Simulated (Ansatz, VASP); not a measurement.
# Al (Aluminum): VASP beside Ansatz, part 2 of 2

Aim: how closely do two programs agree when they are given the same cell, functional and k mesh? The cell is taken from a series of runs on this material, whose earlier steps may have relaxed, scaled, displaced or heated it; both programs get it as it stands.

VASP 6.6.1 and Ansatz 0.2.0.

So far: Set-up; Ansatz: elastic constants, LDA.

### 3. VASP: elastic constants, LDA

Level of this step: LDA; plane waves and PAW (Al) (VASP).

The same cell, functional (in two slightly different forms), mesh and smearing now go to VASP, with its own data sets.

Lines of VASP's logs that name or quote its potential files are left out, and so is its time.

File INCAR:

```
SYSTEM = Al
PREC = Accurate
ENCUT = 500
EDIFF = 1E-08
NELM = 120
ISMEAR = -1
SIGMA = 0.15
LREAL = .FALSE.
ALGO = Normal
GGA = PW92
NBANDS = 7
LORBIT = 11
LWAVE = .FALSE.
LCHARG = .FALSE.
ISIF = 3
IBRION = 6
NFREE = 2
POTIM = 0.015
NSW = 1
LASPH = .TRUE.
GGA_COMPAT = .FALSE.
```

File POSCAR:

```
Al
1.0
    0.0000000000      1.9925054095      1.9925054095
    1.9925054095      0.0000000000      1.9925054095
    1.9925054095      1.9925054095      0.0000000000
Al
1
Direct
    0.0000000000      0.0000000000      0.0000000000
```

File KPOINTS:

```
Automatic mesh
0
Gamma
22 22 22
0 0 0
```

Potentials, in the order of the species: Al (LDA family, release 64).

Started as:

```console
> mpirun -np 1 vasp_std
```

Numbers of over 12 decimals in the logs are rounded to 6 here.

Log:

```text
[banner, memory and clock lines left out]
running    1 mpi-ranks, on    1 nodes
 distrk:  each k-point on    1 cores,    1 groups
 distr:  one band on    1 cores,    1 groups

 POSCAR found type information on POSCAR Al
 POSCAR found :  1 types and       1 ions
|                                                                             |
|               ----> ADVICE to this user running VASP <----                  |
|                                                                             |
|     You enforced a specific xc type in the INCAR file but a different       |
|     [... a line on the potential file left out ...]
|     I HOPE YOU KNOW WHAT YOU ARE DOING!                                     |
|                                                                             |

 LDA part: xc-table for (Slater(with rela. corr.)+PW92), standard interpolation
 POSCAR, INCAR and KPOINTS ok, starting setup
 FFT: planning ... GRIDC
 FFT: planning ... GRID_SOFT
 FFT: planning ... GRID
 WAVECAR not read
 entering main loop
       N       E                     dE             d eps       ncg     rms          rms(c)
DAV:   1    -0.259960581860E+01   -0.25996E+01   -0.89735E+02  4725   0.230E+02
DAV:   2    -0.422103516481E+01   -0.16214E+01   -0.15616E+01  6335   0.222E+01
DAV:   3    -0.423020294506E+01   -0.91678E-02   -0.91612E-02  6139   0.182E+00
DAV:   4    -0.423021375742E+01   -0.10812E-04   -0.10812E-04  7014   0.602E-02
DAV:   5    -0.423021376465E+01   -0.72276E-08   -0.78099E-08  6279   0.992E-04    0.144E+00
DAV:   6    -0.421226495006E+01    0.17949E-01   -0.23488E-03  6111   0.220E-01    0.806E-01
DAV:   7    -0.420062196845E+01    0.11643E-01   -0.59081E-03  5691   0.343E-01    0.168E-01
DAV:   8    -0.420059835021E+01    0.23618E-04   -0.21403E-05  7105   0.341E-02    0.144E-02
DAV:   9    -0.420059814280E+01    0.20741E-06   -0.12305E-07  6279   0.182E-03    0.793E-04
DAV:  10    -0.420059813348E+01    0.93120E-08   -0.27577E-09  7217   0.343E-04
   1 F= -.42005981E+01 E0= -.41864783E+01  d E =-.282397E-01
[... from here on, the cycles between the ionic steps are left out ...]
   2 F= -.41992669E+01 E0= -.41848976E+01  d E =-.287385E-01
   3 F= -.41990180E+01 E0= -.41849979E+01  d E =-.280402E-01
   4 F= -.41992669E+01 E0= -.41848977E+01  d E =-.287385E-01
   5 F= -.41990180E+01 E0= -.41849979E+01  d E =-.280402E-01
   6 F= -.41992669E+01 E0= -.41848977E+01  d E =-.287385E-01
   7 F= -.41990180E+01 E0= -.41849979E+01  d E =-.280402E-01
   8 F= -.42001419E+01 E0= -.41859993E+01  d E =-.282852E-01
   9 F= -.42001419E+01 E0= -.41859993E+01  d E =-.282852E-01
  10 F= -.42001418E+01 E0= -.41859992E+01  d E =-.282852E-01
  11 F= -.42001419E+01 E0= -.41859993E+01  d E =-.282852E-01
  12 F= -.42001419E+01 E0= -.41859993E+01  d E =-.282852E-01
  13 F= -.42001419E+01 E0= -.41859993E+01  d E =-.282852E-01
  14 F= -.42005981E+01 E0= -.41864783E+01  d E =-.282397E-01
 Finite differences progress:
  Degree of freedom:   7/  7
  Displacement:        1/  2
  Total:              13/ 14
 bond charge predicted
       N       E                     dE             d eps       ncg     rms          rms(c)
DAV:   1    -0.420059986011E+01   -0.17363E-05   -0.57261E-02  4837   0.148E+00    0.485E-02
DAV:   2    -0.420061490127E+01   -0.15041E-04   -0.38264E-04  6930   0.134E-01    0.306E-02
DAV:   3    -0.420059808117E+01    0.16820E-04   -0.30400E-05  5439   0.210E-02    0.114E-03
DAV:   4    -0.420059811559E+01   -0.34427E-07   -0.41234E-07  6181   0.445E-03    0.686E-04
DAV:   5    -0.420059812567E+01   -0.10080E-07   -0.22704E-08  6867   0.600E-04    0.212E-05
DAV:   6    -0.420059812553E+01    0.14285E-09   -0.21529E-10  4417   0.101E-04
  15 F= -.42005981E+01 E0= -.41864783E+01  d E =-.282397E-01
 Finite differences progress:
  Degree of freedom:   7/  7
  Displacement:        2/  2
  Total:              14/ 14
```

OUTCAR, selected parts (step 3):

```text
ion  position               nearest neighbor table
   1  0.000  0.000  0.000-

  LATTYP: Found a face centered cubic cell.
 ALAT       =     3.9850108190

 Subroutine GETGRP returns: Found 48 space group operations
 (whereof 48 operations were pure point group operations)

The static configuration has the point symmetry O_h .

 Found    328 irreducible k-points:

   k-points           NKPTS =    328   k-points in BZ     NKDIM =    328   number of bands    NBANDS=      7

   dimension x,y,z NGX =    24 NGY =   24 NGZ =   24
   dimension x,y,z NGXF=    48 NGYF=   48 NGZF=   48

   ENCUT  =  500.0 eV  36.75 Ry    6.06 a.u.   5.14  5.14  5.14*2*pi/ulx,y,z

   NELECT =       3.0000    total number of electrons

 k-points in reciprocal lattice and weights: Automatic mesh
   0.00000000  0.00000000  0.00000000       0.000
   0.04545455  0.00000000  0.00000000       0.001
   0.09090909  0.00000000  0.00000000       0.001
   0.13636364  0.00000000  0.00000000       0.001
   0.18181818  0.00000000  0.00000000       0.001
   0.22727273  0.00000000  0.00000000       0.001
   0.27272727  0.00000000  0.00000000       0.001
   0.31818182  0.00000000  0.00000000       0.001
   0.36363636  0.00000000  0.00000000       0.001
[...]
-0.27272727  0.45454545  0.22727273       0.002
  -0.27272727  0.50000000  0.22727273       0.001

 average (electrostatic) potential at core
       1 -70.4102

 E-fermi :   8.2330

 k-point     1 :       0.0000    0.0000    0.0000
  band No.  band energies     occupation
      1      -3.1507      2.00000
      2      21.0421      0.00000
      3      21.0421      0.00000
      4      21.0421      0.00000
      5      22.6881      0.00000
      6      22.6881      0.00000
    ...

 k-point     2 :       0.0455    0.0000    0.0000
  band No.  band energies     occupation
      1      -3.0930      2.00000
      2      19.9212      0.00000
      3      20.8309      0.00000
      4      20.8309      0.00000
      5      22.9886      0.00000
      6      22.9886      0.00000
    ...

 k-point     3 :       0.0909    0.0000    0.0000
  band No.  band energies     occupation
      1      -2.9203      2.00000
      2      18.1192      0.00000
      3      20.4274      0.00000
      4      20.4274      0.00000
      5      23.3661      0.00000
      6      23.6490      0.00000
    ...

  Total        0.0050692      0.0050692      0.0050692      0.0000000      0.0000000     -0.0000000
  in kB        0.5133615      0.5133615      0.5133615      0.0000000      0.0000000     -0.0000000
  external PRESSURE =       0.5133615 kB  Pullay stress =       0.0000000 kB

  energy-cutoff  :      500.00
  volume of cell :       15.82
      direct lattice vectors                 reciprocal lattice vectors
     0.000000000  1.992505410  1.992505410    -0.250940348  0.250940348  0.250940348
     1.992505410  0.000000000  1.992505410     0.250940348 -0.250940348  0.250940348
     1.992505410  1.992505410  0.000000000     0.250940348  0.250940348 -0.250940348

 POSITION                                       TOTAL-FORCE (eV/Angst)
 -----------------------------------------------------------------------------------
     -0.01500      0.00000      0.00000         0.000000      0.000000      0.000000
 -----------------------------------------------------------------------------------
    total drift:                               -0.000000     -0.000000     -0.000000

  FREE ENERGIE OF THE ION-ELECTRON SYSTEM (eV)
  ---------------------------------------------------
  free  energy   TOTEN  =        -4.2005981255 eV

  energy  without entropy=       -4.1723583893  energy(sigma->0) =       -4.18647826

  SYMMETRIZED ELASTIC MODULI (kBar)
 Direction    XX          YY          ZZ          XY          YZ          ZX
 --------------------------------------------------------------------------------
 XX        1302.0106    613.3985    613.3985      0.0000     -0.0000     -0.0000
 YY         613.3985   1302.0106    613.3985      0.0000      0.0000      0.0000
 ZZ         613.3985    613.3985   1302.0106      0.0000     -0.0000     -0.0000
 XY           0.0000      0.0000      0.0000    409.9237      0.0000      0.0000
 YZ          -0.0000      0.0000     -0.0000      0.0000    409.9237     -0.0000
 ZX          -0.0000      0.0000     -0.0000      0.0000     -0.0000    409.9237
 --------------------------------------------------------------------------------

 Eigenvectors and eigenvalues of the dynamical matrix
 ----------------------------------------------------

   1 f  =    0.000000 THz     0.000000 2PiTHz    0.000000 cm-1     0.000000 meV
             X         Y         Z           dx          dy          dz
      0.000000  0.000000  0.000000     0.316228   -0.948683    0.000000

   2 f  =    0.000000 THz     0.000000 2PiTHz    0.000000 cm-1     0.000000 meV
             X         Y         Z           dx          dy          dz
      0.000000  0.000000  0.000000    -0.948683   -0.316228    0.000000

   3 f  =    0.000000 THz     0.000000 2PiTHz    0.000000 cm-1     0.000000 meV
             X         Y         Z           dx          dy          dz
      0.000000  0.000000  0.000000     0.000000    0.000000    1.000000

 ELASTIC MODULI CONTR FROM IONIC RELAXATION (kBar)
 Direction    XX          YY          ZZ          XY          YZ          ZX
 --------------------------------------------------------------------------------
 XX           0.0000      0.0000      0.0000      0.0000      0.0000      0.0000
 YY           0.0000      0.0000      0.0000      0.0000      0.0000      0.0000
 ZZ           0.0000      0.0000      0.0000      0.0000      0.0000      0.0000
 XY           0.0000      0.0000      0.0000      0.0000      0.0000      0.0000
 YZ           0.0000      0.0000      0.0000      0.0000      0.0000      0.0000
 ZX           0.0000      0.0000      0.0000      0.0000      0.0000      0.0000
 --------------------------------------------------------------------------------

 TOTAL ELASTIC MODULI (kBar)
 Direction    XX          YY          ZZ          XY          YZ          ZX
 --------------------------------------------------------------------------------
 XX        1302.0106    613.3985    613.3985      0.0000     -0.0000     -0.0000
 YY         613.3985   1302.0106    613.3985      0.0000      0.0000      0.0000
 ZZ         613.3985    613.3985   1302.0106      0.0000     -0.0000     -0.0000
 XY           0.0000      0.0000      0.0000    409.9237      0.0000      0.0000
 YZ          -0.0000      0.0000     -0.0000      0.0000    409.9237     -0.0000
 ZX          -0.0000      0.0000     -0.0000      0.0000     -0.0000    409.9237
 --------------------------------------------------------------------------------

 total charge
# of ion       s       p       d       tot
------------------------------------------
    1        0.440   0.361   0.000   0.801

[... 3 further parts left out ...]
```

This run has no spin polarisation. Its electron count is odd, so without a moment it is a metal by construction. The last energy, forces, stress and levels in OUTCAR belong to the last displaced cell, not to the cell of POSCAR.

Levels, forces or a CONTCAR printed for this step are those of its last displaced cell, not of the structure at rest.

### 4. Comparison

Known differences besides the potentials themselves: the cutoff is 420 eV in Ansatz and 500 eV in VASP; VASP's log shows a relativistic correction to its local exchange, Ansatz's none; VASP takes each elastic constant from one size of strain, Ansatz from those that its log lists. Total energies have different zeros and are not compared.

The two programs side by side:

```tsv
quantity	Ansatz	VASP	difference
C11 (GPa)	130.7	130.2	+0.35 %
C22 (GPa)	130.7	130.2	+0.35 %
C33 (GPa)	130.7	130.2	+0.35 %
C12 (GPa)	60.2	61.3	-1.90 %
C13 (GPa)	60.2	61.3	-1.90 %
C23 (GPa)	60.2	61.3	-1.90 %
C44 (GPa)	40.7	41.0	-0.64 %
C55 (GPa)	40.7	41.0	-0.64 %
C66 (GPa)	40.7	41.0	-0.64 %
```

### 5. What came out

| Quantity | Value |
| --- | --- |
| difference in C12 (elastic constants, LDA) | -1.9 % |

The difference in C12 is -1.9 % (elastic constants, LDA), within the 5 % picked in this series as the mark of a large difference. Such differences can come from data sets, numerical settings and the points named under the comparisons, not from the functional's error against experiment.

[Lines on the potential files, build, host, timing and source positions are cut from VASP's logs without a mark.]

[Logs are printed without paths, hosts, clocks, repeated set-up lines and the standing remarks that a program may print on its own settings, such as how far it seeks lower states.]

[Hosts, paths, dates, database ids (printed as entryN), source tags and the programs' standing remarks are cut or masked in the printed files.]
